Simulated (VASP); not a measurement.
Consider the following.

```
CELL_PARAMETERS angstrom
      4.21795     0.00000     0.00000
     -2.10897     3.65285     0.00000
      0.00000     0.00000     2.47889
ATOMIC_POSITIONS crystal
  Ni 0.00000 0.00000 0.00000
  Si 0.33333 0.66667 0.50000
  Si 0.66667 0.33333 0.50000
```

All values below come from r2SCAN meta-GGA, VASP's PBE PAW potentials (set 64) (plane waves; VASP). Settings: 400 eV cut-off, 9×9×14 Γ-centred mesh, tetrahedra with Blöchl corrections, potentials Ni Si.

The cores are frozen, which limits the accuracy of field gradients.

Problem. Give the principal components of the electric field gradient (V/Å²) and the asymmetry η at each nucleus.

Solution. 
```tsv
atom	Vxx	Vyy	Vzz	η
Ni1	18.1	18.1	-36.2	0.00
Si2	0.9	0.9	-1.8	0.00
Si3	0.9	0.9	-1.8	0.00
```

The structure was generated: Si2Ni was put into the AlB2 type (P6/mmm), which need not be its known phase. It was relaxed first, which changed the volume by -48 %. The run is not spin-polarised, so no magnetic state was tried.
